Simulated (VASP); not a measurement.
An input for Ansatz (written as the equivalent of a VASP run, and not itself run):

Ansatz 0.2 input:
```yaml
crystal:
  lattice:
    - [5.3069128, 0.0000000, 0.0000000]
    - [0.0000000, 5.9998598, 0.0000000]
    - [0.0000000, 0.0000000, 3.3267223]
  atoms:
    - { symbol: Ti, position: [0.5000000, 0.5000000, 0.5000000] }
    - { symbol: Ti, position: [1.0000000, 0.0000000, 0.0000000] }
    - { symbol: S, position: [0.7438963, 0.1581155, 0.5000000] }
    - { symbol: S, position: [0.2561037, 0.8418845, 0.5000000] }
    - { symbol: S, position: [0.2438963, 0.3418845, 1.0000000] }
    - { symbol: S, position: [0.7561037, 0.6581155, 0.0000000] }
kpoints:
  mp_grid: { grid: [5, 5, 8] }
hamiltonian:
  xc: lda
  pseudopotentials: { kind: paw }
scf:
  occupations: { method: methfessel_paxton, width: 0.1 }
  max_iter: 100
relax:
  max_steps: 60
  f_tol: 0.02
  cell: {}
output: { forces: true, stress: true, eigenvalues: true }
```

Write the VASP files for the same calculation (LDA).

Several could match; the one computed here: 
### INCAR
```
ISIF=3   # ions, shape and volume
ALGO=Normal   # blocked Davidson
LASPH=.True.
ENCUT=400   # plane-wave cut-off (eV)
SYSTEM=TiS2
ISMEAR=1
LMAXMIX=4
LCHARG=.False.
LWAVE=.False.
NELM=100
EDIFF=1E-6   # SCF stop (eV)
EDIFFG=-0.02
LREAL=.False.   # projection in real space or not
SIGMA=0.1
NSW=60   # most ionic steps
PREC=Accurate
IBRION=2
```

File POSCAR:
```
TiS2
1.0
  5.3069128465   0.0000000000   0.0000000000
  0.0000000000   5.9998597647   0.0000000000
  0.0000000000   0.0000000000   3.3267223114
Ti S
2 4
Cartesian
  2.6534564233   2.9999298824   1.6633611557
  5.3069128465   0.0000000000   0.0000000000
  3.9477929482   0.9486708824   1.6633611557
  1.3591198983   5.0511888823   1.6633611557
  1.2943365250   2.0512589999   3.3267223114
  4.0125763215   3.9486007648   0.0000000000
```

KPOINTS:
```
Automatic mesh
0
Gamma
5 5 8
0 0 0
```

POTCAR, in this order: Ti_sv S (LDA.64 set). Program: vasp_std.

What does not carry over: each code has its own PAW files, so the cut-off isn't converted (ENCUT is set for VASP's; basis.ecutwfc is left out, and Ansatz then takes the one that its files recommend); Ansatz stops its SCF on the density residual and VASP on the energy change (EDIFF); Ansatz's lda is the Perdew-Wang form, while the LDA potentials of VASP carry Perdew-Zunger's.

The structure comes from a computed database's TiS2 entry (Pnnm); how it stands against other phases isn't given here. This run relaxes it. Symmetry was kept, so distortions that lower it aren't found. The start is the result of an earlier pass.
